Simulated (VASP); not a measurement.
Consider the following.

```yaml
crystal:
  lattice:
    - [1.46633, -3.87482, 0.00000]
    - [1.46633, 3.87482, 0.00000]
    - [0.00000, 0.00000, 2.88972]
  atoms:
    - { symbol: C, position: [0.56400, 0.43600, 0.25000] }
    - { symbol: C, position: [0.43600, 0.56400, 0.75000] }
    - { symbol: Mn, position: [0.85475, 0.14525, 0.25000], spin: 4.0 }
    - { symbol: Mn, position: [0.14525, 0.85475, 0.75000], spin: 4.0 }
```

The numbers are results of PBE GGA, VASP's PBE PAW potentials (set 64) (plane waves; VASP 6.6.1), not measurements. Run with 520 eV cut-off, 7×7×7 Γ-centred mesh, Gaussian smearing of 0.050 eV, potentials C Mn_pv.

The moments were started parallel, and other spin orders were not tried in this run.

Task: Which forces act on the atoms, in eV/Å?

Result: 
```json
[
 {"atom": "C1", "Fx": "0.000", "Fy": "-0.166", "Fz": "0.000"},
 {"atom": "C2", "Fx": "0.000", "Fy": "0.166", "Fz": "0.000"},
 {"atom": "Mn3", "Fx": "0.000", "Fy": "-0.148", "Fz": "0.000"},
 {"atom": "Mn4", "Fx": "0.000", "Fy": "0.148", "Fz": "0.000"}
]
```

Task: Give the stress tensor in GPa (positive for a compressed cell).

Result: 
```
  3.09    0.00    0.00
  0.00  -20.32    0.00
  0.00    0.00  -18.47
```
The pressure is its mean diagonal, -11.90 GPa.

The structure was generated: MnC was put into the CrB type (Cmcm), which need not be its known phase. The cell was not relaxed at this level. The k-mesh is coarse (spacing up to 0.33 per Å, 2π included), so the numbers may not be converged in it.
